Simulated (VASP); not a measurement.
Level of theory: PBEsol GGA, VASP's PBE PAW potentials (set 64) (plane waves; VASP).

VASP ran on this input.

### INCAR
```
SYSTEM = In
PREC = Accurate
ENCUT = 400
EDIFF = 1E-6
NELM = 100
ALGO = Normal
LREAL = .FALSE.
LASPH = .TRUE.
ISMEAR = 1
SIGMA = 0.1
GGA = PS
LMAXMIX = 4
LWAVE = .FALSE.
LCHARG = .FALSE.
IBRION = 2
ISIF = 3
NSW = 60
EDIFFG = -0.01
```

### POSCAR
```
In
1
    1.7769707197     1.0259345024     4.8346356984
   -1.7769707197     1.0259345024     4.8346356984
    0.0000000000    -2.0518690048     4.8346356984
In
2
Direct
  0.2503416244   0.2503416244   0.2503416244
  0.7496583756   0.7496583756   0.7496583756
```

### KPOINTS
```
K-points
0
gamma
11 11 11
0 0 0
```

POTCAR, in this order: In_d (PBE.64 set). Program: vasp_std.

The resulting files:

File OSZICAR:
```
...
DAV:   2    -0.593606324527E+01    0.19731E-01   -0.48124E-02  5374   0.424E+00    0.336E-01
DAV:   3    -0.593299715621E+01    0.30661E-02   -0.94103E-03  6138   0.186E+00    0.115E-01
DAV:   4    -0.593283498743E+01    0.16217E-03   -0.49318E-04  5988   0.253E-01    0.467E-02
DAV:   5    -0.593282166895E+01    0.13318E-04   -0.69103E-05  6976   0.942E-02    0.222E-02
DAV:   6    -0.593282507728E+01   -0.34083E-05   -0.74607E-06  6302   0.327E-02    0.405E-03
DAV:   7    -0.593282549264E+01   -0.41536E-06   -0.49620E-07  2671   0.105E-02
   3 F= -.59328255E+01 E0= -.59331479E+01  d E =-.585011E-02
       N       E                     dE             d eps       ncg     rms          rms(c)
DAV:   1    -0.595875853478E+01   -0.25933E-01   -0.95048E-01  5354   0.871E+00    0.832E-01
DAV:   2    -0.594531483819E+01    0.13444E-01   -0.37530E-02  7270   0.324E+00    0.553E-01
DAV:   3    -0.593590705249E+01    0.94078E-02   -0.11445E-02  7263   0.241E+00    0.107E-01
DAV:   4    -0.593614904777E+01   -0.24200E-03   -0.25427E-03  5343   0.520E-01    0.131E-01
DAV:   5    -0.593614773051E+01    0.13173E-05   -0.77204E-05  7512   0.895E-02    0.850E-02
DAV:   6    -0.593614663633E+01    0.10942E-05   -0.47766E-06  4813   0.267E-02    0.211E-02
DAV:   7    -0.593614659482E+01    0.41508E-07   -0.19023E-07  2590   0.142E-02
   4 F= -.59361466E+01 E0= -.59361802E+01  d E =-.332110E-02
       N       E                     dE             d eps       ncg     rms          rms(c)
DAV:   1    -0.616337713669E+01   -0.22723E+00   -0.86029E+00  5335   0.260E+01    0.249E+00
DAV:   2    -0.603532422835E+01    0.12805E+00   -0.34987E-01  6381   0.799E+00    0.164E+00
DAV:   3    -0.594876201052E+01    0.86562E-01   -0.11628E-01  7185   0.576E+00    0.326E-01
DAV:   4    -0.595003241628E+01   -0.12704E-02   -0.14003E-02  5368   0.126E+00    0.372E-01
DAV:   5    -0.595000135170E+01    0.31065E-04   -0.58658E-04  7591   0.240E-01    0.173E-01
DAV:   6    -0.594999543413E+01    0.59176E-05   -0.23311E-05  6213   0.634E-02    0.123E-02
DAV:   7    -0.594999514715E+01    0.28698E-06   -0.67317E-07  3074   0.212E-02
   5 F= -.59499951E+01 E0= -.59497687E+01  d E =-.171697E-01
       N       E                     dE             d eps       ncg     rms          rms(c)
DAV:   1    -0.686174452235E+01   -0.91175E+00   -0.34052E+01  5358   0.516E+01    0.499E+00
DAV:   2    -0.631245789192E+01    0.54929E+00   -0.15228E+00  6154   0.158E+01    0.329E+00
DAV:   3    -0.595662298327E+01    0.35583E+00   -0.48614E-01  6790   0.714E+00    0.733E-01
DAV:   4    -0.595876574719E+01   -0.21428E-02   -0.36440E-02  6684   0.207E+00    0.861E-01
DAV:   5    -0.595863077361E+01    0.13497E-03   -0.16244E-03  6931   0.412E-01    0.481E-01
DAV:   6    -0.595852706979E+01    0.10370E-03   -0.22103E-04  6161   0.131E-01    0.259E-02
DAV:   7    -0.595852637246E+01    0.69732E-06   -0.97931E-06  6671   0.392E-02
   6 F= -.59585264E+01 E0= -.59582283E+01  d E =-.257009E-01
       N       E                     dE             d eps       ncg     rms          rms(c)
DAV:   1    -0.614640011723E+01   -0.18787E+00   -0.71758E+00  5405   0.251E+01    0.231E+00
DAV:   2    -0.603369095374E+01    0.11271E+00   -0.32575E-01  6049   0.848E+00    0.144E+00
DAV:   3    -0.596261087153E+01    0.71080E-01   -0.91871E-02  6823   0.537E+00    0.268E-01
DAV:   4    -0.596331087748E+01   -0.70001E-03   -0.13131E-02  5537   0.130E+00    0.267E-01
DAV:   5    -0.596330330838E+01    0.75691E-05   -0.10151E-03  6913   0.481E-01    0.576E-02
DAV:   6    -0.596327869790E+01    0.24610E-04   -0.78743E-05  8288   0.187E-01    0.205E-02
DAV:   7    -0.596327724647E+01    0.14514E-05   -0.20662E-05  5761   0.757E-02    0.102E-02
DAV:   8    -0.596327724006E+01    0.64088E-08   -0.48631E-07  2697   0.109E-02
   7 F= -.59632772E+01 E0= -.59632081E+01  d E =-.304517E-01
       N       E                     dE             d eps       ncg     rms          rms(c)
DAV:   1    -0.596625100411E+01   -0.29738E-02   -0.11509E-01  5355   0.307E+00    0.292E-01
DAV:   2    -0.596447176811E+01    0.17792E-02   -0.52150E-03  7104   0.137E+00    0.188E-01
DAV:   3    -0.596331456426E+01    0.11572E-02   -0.14472E-03  7094   0.823E-01    0.338E-02
DAV:   4    -0.596333942779E+01   -0.24864E-04   -0.34430E-04  5664   0.194E-01    0.406E-02
DAV:   5    -0.596333973830E+01   -0.31051E-06   -0.12372E-05  6960   0.426E-02    0.305E-02
DAV:   6    -0.596333979298E+01   -0.54683E-07   -0.71253E-07  2645   0.240E-02
   8 F= -.59633398E+01 E0= -.59632488E+01  d E =-.305143E-01
       N       E                     dE             d eps       ncg     rms          rms(c)
DAV:   1    -0.596841633482E+01   -0.50766E-02   -0.11916E+00  5991   0.864E+00    0.530E-01
DAV:   2    -0.596654988970E+01    0.18664E-02   -0.36321E-02  6763   0.256E+00    0.281E-01
DAV:   3    -0.596456983407E+01    0.19801E-02   -0.31678E-03  6983   0.946E-01    0.114E-01
DAV:   4    -0.596432095696E+01    0.24888E-03   -0.82566E-04  7171   0.387E-01    0.579E-02
DAV:   5    -0.596431754221E+01    0.34148E-05   -0.89132E-05  6568   0.122E-01    0.207E-02
DAV:   6    -0.596431742480E+01    0.11741E-06   -0.62082E-06  5478   0.321E-02
   9 F= -.59643174E+01 E0= -.59643186E+01  d E =-.977632E-03
       N       E                     dE             d eps       ncg     rms          rms(c)
DAV:   1    -0.596443107832E+01   -0.11354E-03   -0.27031E-02  5948   0.127E+00    0.811E-02
DAV:   2    -0.596439061923E+01    0.40459E-04   -0.84610E-04  6964   0.401E-01    0.421E-02
DAV:   3    -0.596434544218E+01    0.45177E-04   -0.70029E-05  7110   0.141E-01    0.177E-02
DAV:   4    -0.596433897985E+01    0.64623E-05   -0.18991E-05  7138   0.580E-02    0.913E-03
DAV:   5    -0.596433858389E+01    0.39596E-06   -0.15588E-06  2975   0.182E-02
  10 F= -.59643386E+01 E0= -.59643536E+01  d E =-.998791E-03
       N       E                     dE             d eps       ncg     rms          rms(c)
DAV:   1    -0.596434377636E+01   -0.47965E-05   -0.17101E-03  5820   0.317E-01    0.207E-02
DAV:   2    -0.596434183714E+01    0.19392E-05   -0.57771E-05  7010   0.104E-01    0.105E-02
DAV:   3    -0.596433901975E+01    0.28174E-05   -0.38054E-06  4936   0.344E-02    0.469E-03
DAV:   4    -0.596433842959E+01    0.59016E-06   -0.14710E-06  3022   0.174E-02
  11 F= -.59643384E+01 E0= -.59643562E+01  d E =-.998637E-03
       N       E                     dE             d eps       ncg     rms          rms(c)
DAV:   1    -0.597629730043E+01   -0.11958E-01   -0.38720E-01  5178   0.110E+01    0.673E-01
DAV:   2    -0.596581142120E+01    0.10486E-01   -0.30114E-02  5285   0.312E+00    0.238E-01
DAV:   3    -0.596435168731E+01    0.14597E-02   -0.53220E-03  6022   0.138E+00    0.903E-02
DAV:   4    -0.596430385250E+01    0.47835E-04   -0.24306E-04  5566   0.135E-01    0.505E-02
DAV:   5    -0.596429495755E+01    0.88949E-05   -0.42683E-05  6679   0.616E-02    0.168E-02
DAV:   6    -0.596429722416E+01   -0.22666E-05   -0.32681E-06  4849   0.213E-02    0.579E-03
DAV:   7    -0.596429785637E+01   -0.63221E-06   -0.58228E-07  2619   0.120E-02
  12 F= -.59642979E+01 E0= -.59642863E+01  d E =0.405732E-04
       N       E                     dE             d eps       ncg     rms          rms(c)
DAV:   1    -0.596827733347E+01   -0.39801E-02   -0.12721E-01  5177   0.637E+00    0.378E-01
DAV:   2    -0.596492610010E+01    0.33512E-02   -0.94120E-03  5289   0.176E+00    0.136E-01
DAV:   3    -0.596443621779E+01    0.48988E-03   -0.17894E-03  5971   0.800E-01    0.489E-02
DAV:   4    -0.596441389996E+01    0.22318E-04   -0.81520E-05  5554   0.801E-02    0.278E-02
DAV:   5    -0.596440448208E+01    0.94179E-05   -0.13847E-05  5433   0.352E-02    0.878E-03
DAV:   6    -0.596440431305E+01    0.16904E-06   -0.14681E-06  3283   0.154E-02
  13 F= -.59644043E+01 E0= -.59644098E+01  d E =-.658835E-04
```

### OUTCAR
```
------------------------ aborting loop because EDIFF is reached ----------------------------------------
  FORCE on cell =-STRESS in cart. coord.  units (eV):
  Direction    XX          YY          ZZ          XY          YZ          ZX
  --------------------------------------------------------------------------------------
  Total        0.0170458      0.0170458     -0.0120596      0.0000000     -0.0000000      0.0000000
  in kB        0.5342650      0.5342650     -0.3779831      0.0000000     -0.0000000      0.0000000
  external PRESSURE =       0.2301823 kB  Pullay stress =       0.0000000 kB
  volume of cell :       51.12
      direct lattice vectors                 reciprocal lattice vectors
     1.681771748  0.970971354  5.217318426     0.297305506  0.171649417  0.063889781
    -1.681771748  0.970971354  5.217318426    -0.297305506  0.171649417  0.063889781
     0.000000000 -1.941942707  5.217318426     0.000000000 -0.343298834  0.063889781
 POSITION                                       TOTAL-FORCE (eV/Angst)
 -----------------------------------------------------------------------------------
      0.00000     -0.00000      3.91184         0.000000     -0.000000      0.007055
      0.00000     -0.00000     11.74012        -0.000000      0.000000     -0.007055
 -----------------------------------------------------------------------------------
    total drift:                                0.000000      0.000000     -0.000000
  FREE ENERGIE OF THE ION-ELECTRON SYSTEM (eV)
  ---------------------------------------------------
  free  energy   TOTEN  =        -5.9644043130 eV

  energy  without entropy=       -5.9644208998  energy(sigma->0) =       -5.96440984

 reached required accuracy - stopping structural energy minimisation
```
(Selected blocks of OUTCAR.)

File CONTCAR:
```
In
   1.00000000000000
     1.6817717477213106    0.9709713536360632    5.2173184263200341
    -1.6817717477213106    0.9709713536360632    5.2173184263200341
     0.0000000000000000   -1.9419427072721271    5.2173184263200341
  In
     2
Direct
     0.2499264896519352    0.2499264896519352    0.2499264896519352
     0.7500735103480649    0.7500735103480649    0.7500735103480649
```

### OUTCAR
```
 val. band max:        7.6200678043   @ k =  -0.2727  -0.2727   0.0909

 cond. band min:       7.6392211351   @ k =  -0.1818   0.4545   0.0909


 Fermi energy:         7.6266793487

 k-point     1 :       0.0000    0.0000    0.0000
  band No.  band energies     occupation
      1      -7.0221      2.00000
      2      -6.9760      2.00000
      3      -6.9760      2.00000
      4      -6.9401      2.00000
      5      -6.9401      2.00000
      6      -6.8991      2.00000
      7      -6.7557      2.00000
      8      -6.7557      2.00000
      9      -6.5731      2.00000
     10      -6.5731      2.00000
     11      -2.1078      2.00000
     12       3.8536      2.00000
     13       4.3221      2.00000
     14      15.5208      0.00000
     15      15.5208      0.00000
     16      17.9146      0.00000
     17      17.9146      0.00000

 k-point     2 :       0.0909    0.0000    0.0000
  band No.  band energies     occupation
      1      -7.0050      2.00000
      2      -6.9799      2.00000
      3      -6.9611      2.00000
      4      -6.9438      2.00000
      5      -6.9183      2.00000
      6      -6.8881      2.00000
      7      -6.7641      2.00000
      8      -6.7483      2.00000
      9      -6.5977      2.00000
     10      -6.5811      2.00000
     11      -1.9440      2.00000
     12       3.7925      2.00000
     13       4.7108      2.00000
     14      13.9889      0.00000
     15      15.0995      0.00000
     16      16.4765      0.00000
     17      17.1483      0.00000

 k-point     3 :       0.1818   -0.0000    0.0000
  band No.  band energies     occupation
      1      -6.9922      2.00000
      2      -6.9901      2.00000
      3      -6.9235      2.00000
      4      -6.9221      2.00000
      5      -6.8626      2.00000
      6      -6.8597      2.00000
      7      -6.7835      2.00000
      8      -6.7249      2.00000
      9      -6.6628      2.00000
     10      -6.6031      2.00000
     11      -1.4481      2.00000
...
```

Energy and stress use the plane-wave basis of the starting cell. Unless said otherwise, spin-orbit coupling is left out, though it shifts the bands of the heavy elements here.

The structure was generated: In was put into the A7 type (R-3m), which need not be its known phase. This run relaxes it. Symmetry was kept, so distortions that lower it aren't found. The start is the result of an earlier pass.
